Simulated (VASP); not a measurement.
Level of theory: revPBE GGA, VASP's PBE PAW potentials (set 64) (plane waves; VASP).

Input for VASP

File KPOINTS:
```
Regular mesh
0
G
 10 10 10
0 0 0
```

INCAR:
```
ALGO = Normal
EDIFF = 1E-7
ENCUT = 520
GGA = RE
ISIF = 2
ISMEAR = 0
LASPH = T
LCHARG = F
LREAL = F
LWAVE = F
NELM = 100
PREC = Accurate
SIGMA = 0.05
SYSTEM = SiC
```

**POSCAR**
```
SiC
1
    0.0000000000     2.1520326379     2.1520326379
    2.1520326379     0.0000000000     2.1520326379
    2.1520326379     2.1520326379     0.0000000000
Si C
1 1
Direct
  0.0000000000   0.0000000000   0.0000000000
  0.2500000000   0.2500000000   0.2500000000
```

POTCAR, in this order: Si C (PBE.64 set). Program: vasp_std.

Output of the run:

OUTCAR:
```
 ion  position               nearest neighbor table
   1  0.000  0.000  0.000-   2 1.86   2 1.86   2 1.86   2 1.86
   2  0.250  0.250  0.250-   1 1.86   1 1.86   1 1.86   1 1.86
  LATTYP: Found a face centered cubic cell.
 ALAT       =     4.3040652758
 Subroutine PRICEL returns:
 Original cell was already a primitive cell.
 Subroutine GETGRP returns: Found 24 space group operations
The static configuration has the point symmetry T_d .
The dynamic configuration has the point symmetry T_d .
 Subroutine INISYM returns: Found 24 space group operations
 Subroutine IBZKPT returns following result:
 Found     47 irreducible k-points:

 Following reciprocal coordinates:
            Coordinates               Weight
  0.000000  0.000000  0.000000      1.000000
  0.100000  0.000000  0.000000      8.000000
  0.200000  0.000000  0.000000      8.000000
  0.300000  0.000000  0.000000      8.000000
  0.400000  0.000000  0.000000      8.000000
  0.500000  0.000000  0.000000      4.000000
  0.100000  0.100000  0.000000      6.000000
  0.200000  0.100000  0.000000     24.000000
  0.300000  0.100000  0.000000     24.000000
  0.400000  0.100000  0.000000     24.000000
  0.500000  0.100000  0.000000     24.000000
 -0.400000  0.100000  0.000000     24.000000
 -0.300000  0.100000  0.000000     24.000000
 -0.200000  0.100000  0.000000     24.000000
 -0.100000  0.100000  0.000000     12.000000
  0.200000  0.200000  0.000000      6.000000
  0.300000  0.200000  0.000000     24.000000
  0.400000  0.200000  0.000000     24.000000
  0.500000  0.200000  0.000000     24.000000
 -0.400000  0.200000  0.000000     24.000000
 -0.300000  0.200000  0.000000     24.000000
 -0.200000  0.200000  0.000000     12.000000
  0.300000  0.300000  0.000000      6.000000
  0.400000  0.300000  0.000000     24.000000
...
```

OSZICAR:
```
       N       E                     dE             d eps       ncg     rms          rms(c)
DAV:   1     0.396817382647E+01    0.39682E+01   -0.42917E+03   808   0.844E+02
DAV:   2    -0.159640336107E+02   -0.19932E+02   -0.19035E+02  1104   0.107E+02
DAV:   3    -0.162927059828E+02   -0.32867E+00   -0.32867E+00   816   0.163E+01
DAV:   4    -0.162937767667E+02   -0.10708E-02   -0.10708E-02  1256   0.980E-01
DAV:   5    -0.162937770097E+02   -0.24294E-06   -0.24294E-06   840   0.122E-02    0.963E+00
DAV:   6    -0.144642468924E+02    0.18295E+01   -0.72546E+00   800   0.156E+01    0.447E+00
DAV:   7    -0.143998907743E+02    0.64356E-01   -0.42340E-01  1176   0.451E+00    0.197E+00
DAV:   8    -0.143956735527E+02    0.42172E-02   -0.17913E-02   752   0.130E+00    0.173E-01
DAV:   9    -0.143961674856E+02   -0.49393E-03   -0.82405E-04  1168   0.264E-01    0.126E-01
DAV:  10    -0.143963234234E+02   -0.15594E-03   -0.24934E-04  1008   0.137E-01    0.190E-02
DAV:  11    -0.143963254685E+02   -0.20450E-05   -0.42979E-05   976   0.421E-02    0.426E-03
DAV:  12    -0.143963260211E+02   -0.55261E-06   -0.13363E-06   856   0.104E-02    0.190E-03
DAV:  13    -0.143963261058E+02   -0.84723E-07   -0.20813E-07  1056   0.380E-03
   1 F= -.14396326E+02 E0= -.14396326E+02  d E =-.230455E-19
```

File OUTCAR:
```
------------------------ aborting loop because EDIFF is reached ----------------------------------------
  FORCE on cell =-STRESS in cart. coord.  units (eV):
  Direction    XX          YY          ZZ          XY          YZ          ZX
  --------------------------------------------------------------------------------------
  Total        1.7992918      1.7992918      1.7992918     -0.0000000      0.0000000      0.0000000
  in kB      144.6224247    144.6224247    144.6224247     -0.0000000      0.0000000      0.0000000
  external PRESSURE =     144.6224247 kB  Pullay stress =       0.0000000 kB
  volume of cell :       19.93
      direct lattice vectors                 reciprocal lattice vectors
     0.000000000  2.152032638  2.152032638    -0.232338484  0.232338484  0.232338484
     2.152032638  0.000000000  2.152032638     0.232338484 -0.232338484  0.232338484
     2.152032638  2.152032638  0.000000000     0.232338484  0.232338484 -0.232338484
  FREE ENERGIE OF THE ION-ELECTRON SYSTEM (eV)
  ---------------------------------------------------
  free  energy   TOTEN  =       -14.3963261058 eV

  energy  without entropy=      -14.3963261058  energy(sigma->0) =      -14.39632611
```
(Selected blocks of OUTCAR.)

The compound is SiC in the zinc blende structure. This cell is one point of a volume scan, at 0.94 of the reference volume.
